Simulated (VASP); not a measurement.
**ZnO: optical spectrum with LDA**

**Experimental background.**

“Electronic structure of alkaline earth and post-transition metal oxides”, 2009, arxiv:0908.1581 quotes, for a bulk crystal of ZnO: band gap 3.37 eV.

ZnO:

```
Zn O
1.0
     3.19580    0.00000    0.00000
    -1.59790    2.76764    0.00000
     0.00000    0.00000    5.16548
Zn O
2 2
Direct
  0.33333 0.66667 0.50025
  0.66667 0.33333 0.00025
  0.66667 0.33333 0.37876
  0.33333 0.66667 0.87876
```

* Program: VASP 6.6.1
* Task: optical spectrum
* Functional: LDA
* Potentials or basis: VASP PAW LDA potentials, release 64 (Zn, O)
* Cutoff: 520 eV
* k mesh: 18 × 18 × 10
* Occupations: gaussian, width 0.02 eV
* Spin: no spin polarisation
* Further INCAR settings: ALGO = Normal; EDIFF = 1e-07; NBANDS = 66

* Pressure: 0.0 GPa
* Band gap on the k mesh: 0.80 eV, direct

Levels at points of the mesh, in eV from the valence-band top:
```
           k point  band 16  band 17  band 18  band 19  band 20  band 21
(0.00, 0.00, 0.00)    -0.10     0.00     0.00     0.80     5.26     8.18
(0.50, 0.00, 0.00)    -2.42    -1.39    -0.90     5.86     6.76     7.44
(0.00, 0.00, 0.50)    -0.42    -0.42    -0.42     3.48     3.48    10.03
(0.50, 0.00, 0.50)    -1.61    -1.48    -1.48     5.63     5.63     8.54
```

Dielectric function (mean over the directions given):
| energy (eV) | real part | imaginary part |
| --- | --- | --- |
| 0.28 | 5.25 | 0.04 |
| 1.29 | 5.24 | 1.49 |
| 2.30 | 4.58 | 1.65 |
| 3.32 | 4.07 | 1.35 |
| 4.42 | 4.15 | 1.14 |
| 5.43 | 4.23 | 1.72 |
| 6.45 | 3.86 | 2.63 |
| 7.46 | 3.01 | 2.50 |
| 8.56 | 3.52 | 2.61 |
| 9.58 | 3.51 | 2.82 |
| 10.59 | 2.48 | 4.06 |
| 11.60 | 1.74 | 3.51 |
| 12.71 | 0.47 | 4.55 |
| 13.72 | -0.09 | 3.33 |
| 14.73 | -1.22 | 2.26 |
| 15.75 | -0.56 | 1.36 |
| 16.85 | -0.25 | 1.13 |
| 17.87 | -0.03 | 1.07 |
| 18.88 | -0.16 | 0.88 |
| 19.98 | 0.14 | 0.56 |

It took 3.3 min on 1 thread of Intel(R) Xeon(R) 6975P-C (Granite Rapids), on a shared host, peak memory 0.88 GiB.

Against the measured gap of ZnO, 3.37 eV (quoted in “Electronic structure of alkaline earth and post-transition metal oxides”, 2009, arxiv:0908.1581), the calculated 0.80 eV is off by -2.57 eV. So large a miss can be the level of theory's own, or it may mean another phase, state or a wrong row. The value is that of LDA on a finite k mesh, which can miss the band edges, without temperature or zero-point motion. Semilocal functionals fall short of measured gaps as a rule.

Caveat: independent-particle spectra lack excitons.
